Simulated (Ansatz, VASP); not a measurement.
# MgV: VASP beside Ansatz, part 2 of 2

One calculation is typed for both programs; each brings its own data sets and cutoff. How far apart do they land? The cell is generated by rule, not measured, and may not be a known phase. The cell is taken from a series of VASP runs on this material, whose earlier steps may have relaxed, scaled or displaced it; both programs get it as it stands.

VASP 6.6.1 and Ansatz 0.2.0.

So far: The structure; VASP: relaxation of cell and atoms, PBE.

## Step 3: Ansatz: relaxation of cell and atoms, PBE

Level of this step: Ansatz beside VASP: Kohn-Sham DFT, plane waves, PBE (Ansatz).

Ansatz runs on its default PAW (the set named soft_2) files.

The same cell, functional, mesh and smearing now go to Ansatz, which takes its cutoff from its data sets.

File input.yaml:

```yaml
crystal:
  lattice:
    - [2.74113448, 0.0, 0.0]
    - [-1.37056724, 2.37389209, 0.0]
    - [0.0, 0.0, 5.37840534]
  atoms:
    - { symbol: Mg, position: [0.0, 0.0, 0.5] }
    - { symbol: V, position: [0.0, 0.0, 0.0], spin: 2.0 }
hamiltonian:
  xc: pbe
  pseudopotentials: { kind: paw }
magnetization:
  spin_polarized: true
kpoints:
  mp_grid: { grid: [9, 9, 4] }
scf:
  occupations: { method: fermi_dirac, width: 0.05 }
relax:
  f_tol: 0.01
  max_steps: 60
  cell: { stress_tol: 0.05 }
output:
  forces: true
  stress: true
  write_density: true
  write_potential: true
  elf: true
  volumetric_format: npy
```

On the command line:

```
ansatz run input.yaml --threads 4 --pin off --max-ram 9216MiB --backend cpu --events-out ev --progress --plain --runs-dir out
```

Numbers of over 12 decimals in the logs are rounded to 6 here.

Output:

```text
Engine: ansatz 0.2.0, aarch64-unknown-linux-gnu
Pseudopotentials: kind: paw
Pseudopotential: Mg, paw, valence charge 10, recommended cutoff 420 eV (normal), Mg.paw.azcp
Pseudopotential: V, paw, valence charge 13, recommended cutoff 420 eV (normal), V.paw.azcp
Functional definition: PBE
  parameter kappa = 0.804
  parameter beta = 0.066725
  exchange = pbe_x(kappa = kappa, mu = beta*pi^2/3)
  correlation = pbe_c(beta = beta)
Crystal: 2 atoms, lattice volume = 34.998 Å³
Basis set: ecut = 420 eV, 671 PW (Γ), exchange–correlation on 40×40×72 points (8 copies of the dense FFT grid, shifted against one another)
Bands: 17, of which v1, the nominal top of the filled ones, is band 12 counted from 1 (11 counted from 0)
Symmetry: 24 space group operations
Space group: P6/mmm (ITA 191), of the structure as read, at distance tolerance 3.3e-5 Å
Magnetic group: BNS 191.233 (UNI 1463), of the structure as read, at distance tolerance 3.3e-5 Å
k-points: 36 of 324
Non-local potential: Mg, projectors of the file, l = 0: 3, l = 1: 2, l = 2: 1
Non-local potential: V, projectors of the file, l = 0: 3, l = 1: 2, l = 2: 3, l = 3: 1
PAW form: soft (Blöchl's): semilocal exchange-correlation on the pseudo side does not see the compensation charge
PAW one-centre angular grid: Mg, 110 points (default); XC on 64 Gauss nodes
PAW one-centre angular grid: V, 590 points (default); XC on 64 Gauss nodes
Initial density: superposition of atomic densities (chi_scale 0.1, normalization cell)
Starting moments: Σ|m| = 2 μB on 1 of 2 sites
Initial wavefunctions: pseudopotential atomic-orbital guess
Functional: x = pbe(κ = 0.804, μ = 0.219515), c = pbe(β = 0.066725)
SCF iter   1: F=—  HF=-4834.546080 eV  |F-HF|=—  |Δ(HF+E_count)|=         —  Δρ=4.11e-2 (↑4.11e-2 ↓2.49e-2)  dr2=1.63e0  dr2_m=2.31e-1  M=1.521 μB ∫|m|=1.660 μB  β_m=0.30  ethr=3.10e-3  ⟨swp⟩=5.3  Hψ=5452  notcnv=0
Mixer restart at iter 1: flushing history
preconditioner: auto → none  [metal: Δε(μ)=0.010 eV  Ē_g=5.475 eV  σ=0.050 eV  W_gap=0.05  n_scr=4 (ndim 8)  ℏωp=16.6 eV  f_vac=0.000  D(μ)=2.03/eV (n_scr^D=22)  sad-step TF]
SCF iter   2: F=—  HF=-4834.524305 eV  |F-HF|=—  |Δ(HF+E_count)|=   2.18e-2  Δρ=2.80e-2 (↑2.80e-2 ↓2.30e-2)  dr2=1.32e0  dr2_m=1.30e-1  M=1.486 μB ∫|m|=1.628 μB  β_m=0.50  ethr=3.10e-3  ⟨swp⟩=2.0  Hψ=2071  notcnv=0  defer=13
SCF iter   3: F=—  HF=-4834.888319 eV  |F-HF|=—  |Δ(HF+E_count)|=   3.64e-1  Δρ=4.41e-2 (↑4.41e-2 ↓1.70e-2)  dr2=2.78e0  dr2_m=6.83e-2  M=1.348 μB ∫|m|=1.439 μB  β_m=0.42  ethr=3.10e-3  ⟨swp⟩=3.2  Hψ=2270  notcnv=0  defer=35
SCF iter   4: F=—  HF=-4834.558431 eV  |F-HF|=—  |Δ(HF+E_count)|=   3.30e-1  Δρ=6.25e-3 (↑6.00e-3 ↓6.25e-3)  dr2=6.22e-3  dr2_m=1.09e-2  M=1.283 μB ∫|m|=1.397 μB  β_m=0.64  ethr=3.10e-3  ⟨swp⟩=2.3  Hψ=2311  notcnv=0  defer=28
SCF iter   5: F=—  HF=-4834.580280 eV  |F-HF|=—  |Δ(HF+E_count)|=         —  Δρ=1.15e-2 (↑1.15e-2 ↓4.09e-3)  dr2=4.76e-2  dr2_m=1.85e-2  M=1.035 μB ∫|m|=1.126 μB  β_m=0.64  ethr=2.70e-5  ⟨swp⟩=2.1  Hψ=2832  notcnv=0  defer=23
Mixer restart at iter 5: flushing history
SCF iter   6: F=—  HF=-4834.622438 eV  |F-HF|=—  |Δ(HF+E_count)|=   4.22e-2  Δρ=7.75e-3 (↑7.75e-3 ↓7.46e-3)  dr2=1.88e-1  dr2_m=1.59e-4  M=1.089 μB ∫|m|=1.169 μB  β_m=0.38  ethr=2.70e-5  ⟨swp⟩=2.8  Hψ=2612  notcnv=0  defer=23  recentre
SCF iter   7: F=—  HF=-4834.589158 eV  |F-HF|=—  |Δ(HF+E_count)|=   3.33e-2  Δρ=6.66e-3 (↑6.66e-3 ↓2.57e-3)  dr2=1.54e-2  dr2_m=6.55e-3  M=1.029 μB ∫|m|=1.112 μB  β_m=0.34  ethr=2.70e-5  ⟨swp⟩=2.5  Hψ=2921  notcnv=0  defer=6
SCF iter   8: F=—  HF=-4834.593366 eV  |F-HF|=—  |Δ(HF+E_count)|=   4.21e-3  Δρ=1.55e-3 (↑1.48e-3 ↓1.55e-3)  dr2=6.74e-5  dr2_m=7.30e-4  M=1.026 μB ∫|m|=1.100 μB  β_m=0.51  ethr=2.70e-5  ⟨swp⟩=2.1  Hψ=1909  notcnv=0  defer=6
SCF iter   9: F=—  HF=-4834.593874 eV  |F-HF|=—  |Δ(HF+E_count)|=   5.08e-4  Δρ=2.19e-4 (↑1.64e-4 ↓2.19e-4)  dr2=3.91e-6  dr2_m=1.00e-5  M=1.008 μB ∫|m|=1.075 μB  β_m=0.53  ethr=2.93e-7  ⟨swp⟩=2.2  Hψ=1935  notcnv=0  defer=6
SCF iter  10: F=—  HF=-4834.593883 eV  |F-HF|=—  |Δ(HF+E_count)|=   9.40e-6  Δρ=7.61e-5 (↑6.11e-5 ↓7.61e-5)  dr2=9.97e-6  dr2_m=4.06e-7  M=1.006 μB ∫|m|=1.072 μB  β_m=0.64  ethr=1.70e-8  ⟨swp⟩=2.0  Hψ=1722  notcnv=0  defer=6
SCF iter  11: F=—  HF=-4834.593897 eV  |F-HF|=—  |Δ(HF+E_count)|=   1.42e-5  Δρ=6.06e-5 (↑6.06e-5 ↓2.24e-5)  dr2=3.20e-6  dr2_m=2.04e-7  M=1.005 μB ∫|m|=1.070 μB  β_m=0.82  ethr=1.70e-8  ⟨swp⟩=2.0  Hψ=1455  notcnv=0  defer=6
SCF iter  12: F=—  HF=-4834.593901 eV  |F-HF|=—  |Δ(HF+E_count)|=   4.12e-6  Δρ=2.72e-5 (↑2.72e-5 ↓1.76e-5)  dr2=9.93e-8  dr2_m=1.58e-7  M=1.005 μB ∫|m|=1.070 μB  β_m=0.88  ethr=1.39e-8  ⟨swp⟩=2.1  Hψ=1525  notcnv=0  defer=6
SCF iter  13: F=—  HF=-4834.593902 eV  |F-HF|=—  |Δ(HF+E_count)|=   7.28e-8  Δρ=4.43e-6 (↑3.71e-6 ↓4.43e-6)  dr2=1.49e-9  dr2_m=5.06e-9  M=1.005 μB ∫|m|=1.070 μB  β_m=0.94  ethr=4.32e-10  ⟨swp⟩=2.0  Hψ=1523  notcnv=0  defer=6
SCF iter  14: F=-4834.593902 eV  HF=-4834.593902 eV  |F-HF|=2.65e-10  |Δ(HF+E_count)|=   6.40e-9  Δρ=4.96e-7 (↑4.96e-7 ↓3.46e-7)  dr2=3.05e-10  dr2_m=1.40e-11  M=1.005 μB ∫|m|=1.070 μB  ethr=6.49e-12  ⟨swp⟩=4.7  Hψ=6069  notcnv=0
SCF 1 converged in 14 iterations: F = -4834.593902 eV  dr2 = 3.05e-10
  greatest PAW one-centre occupation: 1.000 electrons in one spin orbital (limit 2), on the Mg atom at site 0 (counted from 0), in its partial waves of l = 0
relax step   1: F+E_penalty+E_count = -4834.59390157 eV  Δ(F+E_penalty+E_count) = +0.000e0 eV  max|allowed force component| = 1.440e-29 eV/Å  Δτ_max = 0.0000 Å  P = +1.404 GPa  Ω = 34.998 Å³  (14 SCF iters, dr2 threshold 1.00e-7 eV, accepted)
[...]
relax step   2: F+E_penalty+E_count = -4834.59760994 eV  Δ(F+E_penalty+E_count) = -3.708e-3 eV  max|allowed force component| = 4.209e-29 eV/Å  Δτ_max = 0.0000 Å  P = -0.151 GPa  Ω = 35.633 Å³  energy of the carried Pulay correction = -1.177e-4 eV  (9 SCF iters, dr2 threshold 2.00e-7 eV, accepted)
[...]
relax step   3: F+E_penalty+E_count = -4834.59790687 eV  Δ(F+E_penalty+E_count) = -2.969e-4 eV  max|allowed force component| = 4.217e-29 eV/Å  Δτ_max = 0.0000 Å  P = +0.016 GPa  Ω = 35.575 Å³  energy of the carried Pulay correction = -1.061e-4 eV  (8 SCF iters, dr2 threshold 2.00e-7 eV, accepted)
[...]
relax step   4: F+E_penalty+E_count = -4834.59790763 eV  Δ(F+E_penalty+E_count) = -7.674e-7 eV  max|allowed force component| = 4.723e-30 eV/Å  Δτ_max = 0.0000 Å  P = +0.005 GPa  Ω = 35.582 Å³  energy of the carried Pulay correction = -1.072e-4 eV  (6 SCF iters, dr2 threshold 9.73e-9 eV, accepted)
[...]
relax step   5: F+E_penalty+E_count = -4834.59801568 eV  Δ(F+E_penalty+E_count) = -1.080e-4 eV  max|allowed force component| = 5.010e-30 eV/Å  Δτ_max = 0.0000 Å  P = +0.007 GPa  Ω = 35.582 Å³  stress off target by 8.04e-3 GPa  SCF on the basis re-selected at this cell (its energy is not comparable with the rows above)  (8 SCF iters)
basis re-selected at this cell: Δ(F+E_penalty+E_count) = -1.080e-4 eV, ΔP = +0.002 GPa vs the last step (what re-selecting the basis moved, of the pressure what is left beyond the Pulay correction that the steps carried, after the strain that the cell walked since its last selection, with what the two solves' SCF thresholds leave and, on support functions, any second-order correction that the steps lacked; it is no m [...]
SCF converged after 8 iterations
Magnetization: 1.0149 μB (12.0075 up, 10.9925 down)
Absolute magnetization: 1.0803 μB (∫|ρ↑−ρ↓|, with the PAW one-centre terms)
Spin contamination: 0.0158 ħ² per cell (⟨S²⟩ above its minimum at these occupations)
Per-site moments (μB) at R_I (Å): [(0.00582806, 1.109343), (0.844924, 1.109343)]
Free energy (F): -4834.598016 eV
Harris-Foulkes:  -4834.598016 eV  (|F-HF|=0.00e0)
Internal energy: -4834.582443 eV  (E = F + TS)
E sigma→0 (E₀):  -4834.590229 eV
Entropy (-TS):   -0.015573 eV (-7.786 meV/atom)
Fermi energy:    10.040782 eV
--- Per-component energies (eV) ---
  E_band       = -545.383653
  E_kinetic    = 408.681313
  E_local      = -2697.647979  (includes V_loc(G=0)·N_el)
  E_nonlocal   = 52.131183
  E_hartree    = 1058.512886
  E_xc         = -157.786732
  E_vxc        = -200.529621  (∫ρ·V_xc dr)
  E_paw        = -1405.031460  (= ΣΔE_a)
  E_vpaw       = -225.044550  (= ΣTr[D̂ρ^β])
  E_aug_tail   = 0.000277  (compensation charges beyond the density's cutoff)
  E_ewald      = -2093.441930
  E_smearing   = -0.015573  (= −TS)
  E_closure    = -0.000000  (closes the sum)
  Σ components = -4834.598016   (vs F -4834.598016, Δ=0.00e0)
--- Forces (eV/Å), atoms counted from 1 ---
  atom   1  Mg     0.00000000    -0.00000000     0.00000000
  atom   2  V     -0.00000000     0.00000000     0.00000000
  max |Σ_I F_I| component: 7.63e-30 eV/Å
--- Stress (GPa, compression-positive) ---
        0.006885      -0.000000      -0.000000
        0.000000       0.006885      -0.000000
       -0.000000      -0.000000       0.008041
  P = ⅓ Tr σ = 0.0073 GPa (0.073 kbar)
--- Band table (eV; the first three rows and the last of 72) ---
  k-point 0 ↑: bands = [... 8 lower, 2.7526, 6.7949, 7.9713, 10.1345, 10.1345, 10.9040, 11.6144, 11.6144, ... 1 higher]
  k-point 1 ↑: bands = [... 8 lower, 3.0805, 5.7642, 7.9924, 10.1353, 10.1353, 11.6153, 11.6153, 12.4054, ... 1 higher]
  k-point 2 ↑: bands = [... 8 lower, 3.7197, 4.6481, 8.0009, 10.1361, 10.1361, 11.6162, 11.6162, 14.3704, ... 1 higher]
  k-point 35 ↓: bands = [... 8 lower, 9.2664, 9.2664, 9.8541, 9.8541, 10.9777, 12.7926, 12.7926, 14.0206, ... 1 higher]
--- Relaxed structure (4 steps of the walk, 4 accepted, 1 SCFs on fresh bases) ---
  F+E_penalty+E_count = -4834.59801568 eV   max|allowed force component| = 5.010e-30 eV/Å   (the final SCF, on the basis selected at the relaxed cell)
  cell:  # Å, volume = 35.5821 Å³
    - [2.763851, 0, 0]
    - [-1.381925, 2.393565, 0]
    - [0.0, 0, 5.378634]
  atoms:
    - { symbol: Mg, position: [0, 0, 0.5] }
    - { symbol: V, position: [0, 0, 0] }
```

Run time: 3.9 s. Hardware: 4 threads of Arm Neoverse V2, shared host; peak memory 0.34 GiB; 12 s of CPU time.

## Step 4: Comparison

Known differences besides the potentials themselves: both relaxations stop at a tolerance, which leaves soft axes loose, and VASP keeps its plane-wave basis; the data sets hold 23 valence electrons in Ansatz (default PAW (the set named soft_2) files) and 15 in VASP; the cutoff is 420 eV in Ansatz and 400 eV in VASP; VASP leaves aspherical gradient terms in its spheres out (LASPH is not set), Ansatz keeps them; Ansatz adds a Pulay correction to the stress that steers its cell, VASP none; site moments are counted in spheres of each program's own size. Total energies have different zeros and are not compared.

Compared:

```tsv
quantity	Ansatz	VASP	difference
volume (Å³)	35.58	35.29	+0.82 %
edge a after relaxation, in the typed setting (Å)	2.764	2.757	+0.24 %
edge c after relaxation, in the typed setting (Å)	5.379	5.360	+0.34 %
total moment (μB)	1.01	1.01	+0.01
moment on V2 (μB)	0.84	0.86	-0.02
```

The walks stopped with 0.01 GPa left in Ansatz and 0.01 GPa in VASP; each walk ends within a tolerance, so the volume difference is uncertain by about these residues over the bulk modulus, most in soft cells.

## Step 5: Results

```json
{
 "difference in volume (relaxation of cell and atoms, PBE)": "0.82 %"
}
```

**Reading.** The difference in volume is 0.82 % (relaxation of cell and atoms, PBE), within the 1.2 % picked in this series as the mark of a large difference, as far as the stopping tolerances let one tell. How closely two codes agree says nothing of how well the functional describes the real material.

[Lines on the potential files, build, host, timing and source positions are cut from VASP's logs without a mark.]

[Logs are printed without paths, hosts, clocks, repeated set-up lines and the standing remarks that a program may print on its own settings, such as how far it seeks lower states.]

[Hosts, paths, dates, database ids (printed as entryN), source tags and the programs' standing remarks are cut or masked in the printed files.]
